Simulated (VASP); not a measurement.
Given:

```yaml
crystal:
  lattice:
    - [6.35097, 0.00000, 0.00000]
    - [0.00000, 6.35097, 0.00000]
    - [0.00000, 0.00000, 6.52427]
  atoms:
    - { symbol: Pd, position: [0.00000, 0.50000, 0.00000] }
    - { symbol: Pd, position: [0.50000, 0.00000, 0.50000] }
    - { symbol: Pd, position: [0.00000, 0.00000, 0.25000] }
    - { symbol: Pd, position: [0.00000, 0.00000, 0.75000] }
    - { symbol: Pd, position: [0.47126, 0.25821, 0.00000] }
    - { symbol: Pd, position: [0.52874, 0.74179, 0.00000] }
    - { symbol: Pd, position: [0.74179, 0.47126, 0.50000] }
    - { symbol: Pd, position: [0.25821, 0.52874, 0.50000] }
    - { symbol: S, position: [0.19451, 0.30670, 0.22815] }
    - { symbol: S, position: [0.80549, 0.69330, 0.22815] }
    - { symbol: S, position: [0.69330, 0.19451, 0.72815] }
    - { symbol: S, position: [0.30670, 0.80549, 0.72815] }
    - { symbol: S, position: [0.80549, 0.69330, 0.77185] }
    - { symbol: S, position: [0.19451, 0.30670, 0.77185] }
    - { symbol: S, position: [0.30670, 0.80549, 0.27185] }
    - { symbol: S, position: [0.69330, 0.19451, 0.27185] }
```

Calculation: LDA (Ceperley-Alder, Perdew-Zunger), VASP's LDA PAW potentials (set 64) (plane waves; VASP 6.6.1). Settings: LREAL = Auto, 400 eV cut-off, 4×4×4 Γ-centred mesh, tetrahedra with Blöchl corrections, potentials Pd S.

The cores are frozen, which limits the accuracy of field gradients.

Q: Give the principal components of the electric field gradient (V/Å²) and the asymmetry η at each nucleus.

A: 
```csv
atom,Vxx,Vyy,Vzz,η
Pd1,-90.9,-10.6,101.5,0.79
Pd2,-90.9,-10.6,101.5,0.79
Pd3,-34.7,-34.7,69.4,0.00
Pd4,-34.7,-34.7,69.4,0.00
Pd5,-30.1,-26.4,56.5,0.07
Pd6,-30.1,-26.4,56.5,0.07
Pd7,-30.1,-26.4,56.5,0.07
Pd8,-30.1,-26.4,56.5,0.07
S9,27.8,12.8,-40.6,0.37
S10,27.8,12.8,-40.6,0.37
S11,27.8,12.8,-40.6,0.37
S12,27.8,12.8,-40.6,0.37
S13,27.8,12.8,-40.6,0.37
S14,27.8,12.8,-40.6,0.37
S15,27.8,12.8,-40.6,0.37
S16,27.8,12.8,-40.6,0.37
```

The compound is PdS in the sg84 structure. It was relaxed first.
